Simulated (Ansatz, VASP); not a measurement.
# CdBr2 in two plane-wave programs

Wanted: the spread between two codes on one cell, functional and k mesh. The cell is generated by rule, not measured, and may not be a known phase. The cell is taken from a series of VASP runs on this material, whose earlier steps may have relaxed, scaled or displaced it; both programs get it as it stands.

Program: Ansatz 0.2.0. Level of theory: plane waves, with VASP 6.6.1 beside it; band structure at HSE06. Results are calculated unless marked as measured.

The structure was built from a prototype and need not be the compound's stable phase.

### 1. Starting point

The structure is cubic, space group Fm-3m (No. 225). Conventional cell: a = 6.989 Å, b = 6.989 Å, c = 6.989 Å, α = 90.00°, β = 90.00°, γ = 90.00°. Cd has 8 Br at 3.03 Å nearest. Br has 4 Cd at 3.03 Å nearest. Farther neighbours and most contacts between anions are not listed.

### 2. Ansatz: band structure, HSE06

Ansatz runs on its default PAW (the set named soft_2) files.

Levels along a path test the potential and the projectors away from the mesh points.

Contents of input.yaml:

```yaml
crystal:
  lattice:
    - [0.0, 3.49459, 3.49459]
    - [3.49459, 0.0, 3.49459]
    - [3.49459, 3.49459, 0.0]
  atoms:
    - { symbol: Cd, position: [0.0, 0.0, 0.0] }
    - { symbol: Br, position: [0.25, 0.25, 0.25] }
    - { symbol: Br, position: [0.75, 0.75, 0.75] }
hamiltonian:
  xc: { exchange: pbe, correlation: pbe, exx: { coeff: 0.25, omega: 0.2 } }
  pseudopotentials: { kind: paw }
kpoints:
  mp_grid: { grid: [4, 4, 4] }
  band_path:
    path:
      - [0.0, 0.0, 0.0]
      - [0.5, 0.0, 0.5]
      - [0.5, 0.21429, 0.71429]
      - [0.41071, 0.33929, 0.75]
      - [0.16071, 0.16071, 0.32143]
      - [0.21429, 0.21429, 0.21429]
      - [0.55357, 0.39286, 0.55357]
      - [0.58929, 0.25, 0.66071]
      - [0.5, 0.28571, 0.71429]
      - [0.5, 0.5, 0.5]
      - [0.375, 0.375, 0.75]
      - [0.5, 0.0, 0.5]
    npoints: 1
scf:
  occupations: { method: gaussian, width: 0.02 }
  n_extra_bands: 7
output:
  forces: true
  stress: true
  eigenvalues: true
  write_density: true
  write_potential: true
  elf: true
  volumetric_format: npy
```

Launch:

```bash
ansatz run input.yaml --threads 4 --pin off --max-ram 9216MiB --backend cpu --events-out ev --progress --plain --runs-dir out
```

Numbers of over 12 decimals in the logs are rounded to 6 here.

Log:

```text
Warning: output.stress: scf.convergence.dr2_threshold = 1e-7 eV (the SCF's general default) is looser than the 3e-10 eV advised for a printed stress (1e-10 eV for each atom of the cell: 3). What an SCF threshold leaves in a stress goes as its square root, and in the free energy as the threshold itself, and one threshold admits the most on a small cell: [figures from the program's tests cut] Set scf.convergence.dr2_threshold to 3e-10 eV or tighter. The threshold is an SCF's pass mark: one that does not reach it within its budget of iterations ends unconverged, or closes short of it on a stop that the run arms, and scf.convergence.dr2_threshold's page says what that costs each kind of run
Warning: output.stress: scf.exx.energy_threshold = 1e-6 eV is looser than the 3e-8 eV advised for a stress under a hybrid functional (1e-8 eV for each atom of the cell: 3). Every SCF of the exchange loop can meet its threshold on dr2 while the loop round them stops early: no threshold on dr2 bounds what that leaves in the stress. Set scf.exx.energy_threshold to 3e-8 eV or tighter. The threshold is the loop's pass mark: a loop that does not reach it within its budget of cycles ends unconverged, and scf.exx.energy_threshold's page has the law
scf.n_extra_bands = 7 over 17 filled bands (N_el = 34.0): the run solves 24 bands
Engine: ansatz 0.2.0, aarch64-unknown-linux-gnu
Pseudopotentials: kind: paw
Pseudopotential: Cd, paw, valence charge 20, recommended cutoff 420 eV (normal), Cd.paw.azcp
Pseudopotential: Br, paw, valence charge 7, recommended cutoff 420 eV (normal), Br.paw.azcp
Functional definition: unnamed
  parameter a_1 = 0.25
  parameter omega_1 = 0.2/angstrom
  exchange = pbe_x + (-a_1)*pbe_x_sr(omega_1) + a_1*exact_x_sr(omega_1)
  correlation = pbe_c
Crystal: 3 atoms, lattice volume = 85.353 Å³
Basis set: ecut = 420 eV, 1687 PW (Γ), exchange–correlation on 72×72×72 points (8 copies of the dense FFT grid, shifted against one another)
Bands: 24, of which v1, the nominal top of the filled ones, is band 17 counted from 1 (16 counted from 0)
Symmetry: 48 space group operations
Space group: Fm-3m (ITA 225), of the structure as read, at distance tolerance 4.4e-5 Å
k-points: 8 of 64
Non-local potential: Cd, projectors of the file, l = 0: 3, l = 1: 2, l = 2: 2, l = 3: 1
Non-local potential: Br, projectors of the file, l = 0: 2, l = 1: 2, l = 2: 2
PAW form: soft (Blöchl's): semilocal exchange-correlation on the pseudo side does not see the compensation charge
PAW frozen core: Cd, regenerated for the run's functional, and the local potential with it (the file was generated under x = pbe(κ = 0.804, μ = 0.219515), c = pbe(β = 0.066725))
PAW frozen core: Br, regenerated for the run's functional, and the local potential with it (the file was generated under x = pbe(κ = 0.804, μ = 0.219515), c = pbe(β = 0.066725))
PAW one-centre angular grid: Cd, 590 points (default); XC on 64 Gauss nodes
PAW one-centre angular grid: Br, 110 points (default); XC on 64 Gauss nodes
Initial density: superposition of atomic densities (neutral atoms: chi_scale 0, normalization atom), corrected by the library's trained network
Initial wavefunctions: pseudopotential atomic-orbital guess
Functional: x = pbe(κ = 0.804, μ = 0.219515), c = pbe(β = 0.066725), warm-up for x = pbe(κ = 0.804, μ = 0.219515) + 0.25 (exact − pbe) at short range (hse, ω = 0.2 Å⁻¹), c = pbe(β = 0.066725)
SCF iter   1: F=—  HF=-13822.546368 eV  |F-HF|=—  |Δ(HF+E_count)|=         —  Δρ=7.79e-4  dr2=4.06e-4  ethr=1.77e-3  ⟨swp⟩=11.6  Hψ=901  notcnv=0
preconditioner: auto → none  [insulator: Δε(μ)=0.241 eV  Ē_g=13.188 eV  σ=0.020 eV  W_gap=1.00  n_scr=14 (ndim 8)  ℏωp=20.5 eV  f_vac=0.092  D(μ)=0.00/eV (n_scr^D=0)]
SCF iter   2: F=—  HF=-13822.547310 eV  |F-HF|=—  |Δ(HF+E_count)|=   9.42e-4  Δρ=4.07e-4  dr2=7.63e-5  ethr=1.19e-6  ⟨swp⟩=5.0  Hψ=627  notcnv=0  defer=3
SCF iter   3: F=—  HF=-13822.547411 eV  |F-HF|=—  |Δ(HF+E_count)|=   1.01e-4  Δρ=1.45e-4  dr2=1.35e-5  ethr=2.24e-7  ⟨swp⟩=3.2  Hψ=418  notcnv=0
SCF iter   4: F=-13822.547429 eV  HF=-13822.547430 eV  |F-HF|=1.04e-6  |Δ(HF+E_count)|=   1.85e-5  Δρ=5.57e-5  dr2=1.99e-6  ethr=3.97e-8  ⟨swp⟩=3.2  Hψ=440  notcnv=0
SCF 1 stopped early in 4 iterations: F = -13822.547429 eV  dr2 = 1.99e-6
  greatest PAW one-centre occupation: 1.000 electrons in one spin orbital (limit 2), on the Cd atom at site 0 (counted from 0), in its partial waves of l = 0
Initial density: handed on by an earlier stage of this run
Initial wavefunctions: those handed on with the density
Functional: x = pbe(κ = 0.804, μ = 0.219515) + 0.25 (exact − pbe) at short range (hse, ω = 0.2 Å⁻¹), c = pbe(β = 0.066725)
Exchange kernel: α = 0.2500, screened, ω = 0.2000 Å⁻¹, Wigner–Seitz truncation, v(0) = 1125.7635 eV·Å³, q-mesh 4×4×4, nearest image of the exchange supercell L = 19.77 Å, pair-density grid 20×20×20, without the augmentation charges, whose exchange is taken in its separable form by FFT convolution over the k-point mesh (sized by the pseudopotential files, 27×27×27 at the most), smooth part of the exact exchange by density-matrix convolution
Frozen-core exchange: fock
SCF iter   1: F=—  HF=-13830.149789 eV  |F-HF|=—  |Δ(HF+E_count)|=         —  Δρ=6.32e-3  dr2=3.42e-2  ethr=5.86e-8  ⟨swp⟩=8.2  Hψ=1077  notcnv=0
preconditioner: auto → none  [insulator: Δε(μ)=1.381 eV  Ē_g=15.138 eV  σ=0.020 eV  W_gap=1.00  n_scr=14 (ndim 8)  ℏωp=20.5 eV  f_vac=0.094  D(μ)=0.00/eV (n_scr^D=0)]
SCF iter   2: F=—  HF=-13830.139604 eV  |F-HF|=—  |Δ(HF+E_count)|=   1.02e-2  Δρ=2.43e-3  dr2=4.81e-3  ethr=5.86e-8  ⟨swp⟩=5.0  Hψ=676  notcnv=0
SCF iter   3: F=—  HF=-13830.152128 eV  |F-HF|=—  |Δ(HF+E_count)|=   1.25e-2  Δρ=1.35e-3  dr2=1.70e-3  ethr=5.86e-8  ⟨swp⟩=5.0  Hψ=647  notcnv=0
SCF iter   4: F=—  HF=-13830.151630 eV  |F-HF|=—  |Δ(HF+E_count)|=   4.98e-4  Δρ=1.75e-4  dr2=4.09e-5  ethr=5.86e-8  ⟨swp⟩=4.0  Hψ=547  notcnv=0
SCF iter   5: F=—  HF=-13830.151797 eV  |F-HF|=—  |Δ(HF+E_count)|=   1.67e-4  Δρ=9.68e-5  dr2=1.51e-5  ethr=4.42e-8  ⟨swp⟩=3.0  Hψ=469  notcnv=0
iter 6 solved again at ethr=1.72e-9 eV; its pass at ethr=4.05e-8 eV (dr2=5.84e-7 eV) is discarded
SCF iter   6: F=-13830.151793 eV  HF=-13830.151793 eV  |F-HF|=1.55e-7  |Δ(HF+E_count)|=   4.35e-6  Δρ=2.90e-5  dr2=1.92e-6  ethr=1.72e-9  ⟨swp⟩=2.8  Hψ=777  notcnv=0  defer=2
SCF 2 stopped early in 6 iterations: F = -13830.151793 eV  dr2 = 1.92e-6
  greatest PAW one-centre occupation: 1.001 electrons in one spin orbital (limit 2), on the Cd atom at site 0 (counted from 0), in its partial waves of l = 1
hybrid outer 1: dexx = +1.531e-2 eV, tail = 3.88e-5 eV
Exchange kernel: α = 0.2500, screened, ω = 0.2000 Å⁻¹, Wigner–Seitz truncation, v(0) = 1125.7635 eV·Å³, q-mesh 4×4×4, nearest image of the exchange supercell L = 19.77 Å, pair-density grid 20×20×20, without the augmentation charges, whose exchange is taken in its separable form by FFT convolution over the k-point mesh (sized by the pseudopotential files, 27×27×27 at the most), smooth part of the exact exchange by density-matrix convolution
Frozen-core exchange: fock
SCF iter   1: F=—  HF=-13830.152225 eV  |F-HF|=—  |Δ(HF+E_count)|=         —  Δρ=4.43e-5  dr2=4.75e-7  ethr=5.70e-7  ⟨swp⟩=3.2  Hψ=427  notcnv=0
preconditioner: auto → none  [insulator: Δε(μ)=1.366 eV  Ē_g=15.145 eV  σ=0.020 eV  W_gap=1.00  n_scr=14 (ndim 8)  ℏωp=20.5 eV  f_vac=0.096  D(μ)=0.00/eV (n_scr^D=0)]
SCF iter   2: F=—  HF=-13830.152225 eV  |F-HF|=—  |Δ(HF+E_count)|=   3.83e-7  Δρ=1.82e-5  dr2=1.46e-7  ethr=1.31e-9  ⟨swp⟩=4.0  Hψ=522  notcnv=0
SCF iter   3: F=—  HF=-13830.152225 eV  |F-HF|=—  |Δ(HF+E_count)|=   2.07e-8  Δρ=3.98e-6  dr2=3.01e-8  ethr=3.42e-10  ⟨swp⟩=3.0  Hψ=431  notcnv=0
SCF iter   4: F=—  HF=-13830.152225 eV  |F-HF|=—  |Δ(HF+E_count)|=   1.43e-7  Δρ=4.19e-6  dr2=2.13e-8  ethr=2.42e-11  ⟨swp⟩=3.6  Hψ=530  notcnv=0  defer=2
SCF iter   5: F=-13830.152225 eV  HF=-13830.152225 eV  |F-HF|=4.98e-10  |Δ(HF+E_count)|=   7.73e-9  Δρ=7.34e-7  dr2=7.03e-10  ethr=2.42e-11  ⟨swp⟩=3.0  Hψ=426  notcnv=0
SCF 3 converged in 5 iterations: F = -13830.152225 eV  dr2 = 7.03e-10
  Residual-converged pass: ⟨swp⟩=2.9  Hψ=351  notcnv=0  max |occ|·‖R‖ = 2.4e-6 eV (tolerance 2.4e-6 eV)  dr2=6.97e-10  dr2_onsite=4.69e-11  max |Δocc| = 0.0e0
hybrid outer 2: dexx = +3.968e-7 eV, tail = 2.76e-8 eV, Δε = 2.82e-3 eV (about 8.04e-5 eV left of the loop's levels)
NSCF: frozen V_eff on 12 k-points
hybrid SCF converged: 2 outer / 11 inner (+4 warm-up), last move |dexx| = 3.97e-7 eV, tail = 2.76e-8 eV
Stability not checked: this state was not tested for a lower state beside it, because the functional holds exact exchange (a hybrid, or Hartree-Fock), whose exchange loop this test does not read (fock_operator; see scf.lower_state_search)
Free energy (F): -13830.152225 eV
Frozen-core exchange: fock
Harris-Foulkes:  -13830.152225 eV  (|F-HF|=4.98e-10)
Internal energy: -13830.152225 eV  (E = F + TS)
E sigma→0 (E₀):  -13830.152225 eV
Fermi energy:    5.177830 eV
--- Per-component energies (eV) ---
  E_band       = -636.764963
  E_kinetic    = 770.233315
  E_local      = -4610.090637  (includes V_loc(G=0)·N_el)
  E_nonlocal   = 176.608212
  E_hartree    = 2049.954667
  E_xc         = -555.195948
  E_vxc        = -339.006001  (∫ρ·V_xc dr)
  E_exx        = -115.090639  (= α·E_x^exact, valence–valence)
  E_paw        = -8620.536093  (= ΣΔE_a)
  E_vpaw       = -504.240169  (= ΣTr[D̂ρ^β])
  E_aug_tail   = 0.000014  (compensation charges beyond the density's cutoff)
  E_ewald      = -2924.706409
  E_core_change = -1.328707  (= ΣΔE_core)
  E_smearing   = -0.000000  (= −TS)
  E_closure    = 0.000000  (closes the sum)
  Σ components = -13830.152225   (vs F -13830.152225, Δ=-1.82e-12)
--- Forces (eV/Å), atoms counted from 1 ---
  atom   1  Cd    -0.00000000    -0.00000000    -0.00000000
  atom   2  Br    -0.00000000    -0.00000000    -0.00000000
  atom   3  Br     0.00000000    -0.00000000    -0.00000000
  max |Σ_I F_I| component: 3.47e-18 eV/Å
--- Stress (GPa, compression-positive) ---
       -0.827342      -0.000000      -0.000000
       -0.000000      -0.827342       0.000000
       -0.000000      -0.000000      -0.827342
  P = ⅓ Tr σ = -0.8273 GPa (-8.273 kbar)
--- Band table (eV; the first three rows and the last of 8) ---
  k-point 0: bands = [... 13 lower, 2.1893, 3.5452, 3.5452, 3.5452, 5.8607, 10.3144, 10.3144, 10.3144, ... 3 higher]
  k-point 1: bands = [... 13 lower, 2.1622, 2.5392, 3.2066, 3.2066, 7.5942, 10.9090, 11.1806, 11.1806, ... 3 higher]
  k-point 2: bands = [... 13 lower, 2.1900, 2.1900, 2.8367, 2.8367, 8.5710, 12.5175, 12.5523, 12.5523, ... 3 higher]
  k-point 7: bands = [... 13 lower, 2.3264, 2.3264, 4.3306, 4.4710, 8.0975, 11.9280, 12.5664, 12.5664, ... 3 higher]
```

It took 34 s on 4 threads of Arm Neoverse V1, shared host; peak memory 1 GiB; 2.1 min of CPU time.

(Continued in part 2 of 2.)

[Lines on the potential files, build, host, timing and source positions are cut from VASP's logs without a mark.]

[Logs are printed without paths, hosts, clocks, repeated set-up lines and the standing remarks that a program may print on its own settings, such as how far it seeks lower states.]

[Hosts, paths, dates, database ids (printed as entryN), source tags and the programs' standing remarks are cut or masked in the printed files.]
